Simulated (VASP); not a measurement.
```
Mg2Si
1.0
    0.00000     3.16857     3.16857
    3.16857     0.00000     3.16857
    3.16857     3.16857     0.00000
Mg Si
2 1
Direct
  0.25000   0.25000   0.25000
  0.75000   0.75000   0.75000
  0.00000   0.00000   0.00000
```

Computed with optB86b-vdW, VASP's PBE PAW potentials (set 64) (plane waves; VASP 6.6.1). Run with 520 eV cut-off, Gaussian smearing of 0.050 eV, potentials Mg Si.

Estimate the band gap (along the path) with the smallest direct gap where there is one.

```json
{
 "band gap (along the path)": "0.23 eV",
 "smallest direct gap (along the path)": "1.95 eV"
}
```

The compound is Mg2Si in the antifluorite structure. It was relaxed first.
